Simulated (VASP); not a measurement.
Given:

```
CELL_PARAMETERS angstrom
      0.00000     2.54817     2.54817
      2.54817     0.00000     2.54817
      2.54817     2.54817     0.00000
ATOMIC_POSITIONS crystal
  Zr 0.00000 0.00000 0.00000
  O  0.25000 0.25000 0.25000
  O  0.75000 0.75000 0.75000
```

These are PBE GGA with D3 dispersion (zero damping), VASP's PBE PAW potentials (set 64) (plane waves; VASP) values and carry that method's errors. Numerical set-up: 520 eV cut-off, 8×8×8 Γ-centred mesh, tetrahedra with Blöchl corrections, potentials Zr_sv O.

### Question
Predict the energy per atom (σ→0), band gap (on the k-mesh) with the smallest direct gap where there is one.

### Answer

The band gap (on the k-mesh) is 3.34 eV and the smallest direct gap (on the k-mesh) is 3.78 eV. The energy per atom (σ→0) comes out as -9.710 eV/atom.

The compound is ZrO2 in the fluorite structure, the high-temperature cubic form, which is unstable at 0 K; the monoclinic form is the stable one. It was relaxed first.
